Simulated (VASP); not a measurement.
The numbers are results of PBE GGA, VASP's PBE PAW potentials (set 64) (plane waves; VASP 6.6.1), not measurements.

Gaps are without spin-orbit coupling.

```json
{
 "volume_per_atom": "46.39 Å³/atom",
 "band gap (over mesh and band path)": "3.85 eV",
 "smallest direct gap (over mesh and band path)": "3.85 eV"
}
```

Q: Which relaxed crystal gives these values?
A) CsPbBr3, Pm-3m (221)
B) RbCl, Fm-3m (225)
C) PbI2, P-3m1 (164)
D) KI, Fm-3m (225)

A: D, KI, Fm-3m (225)
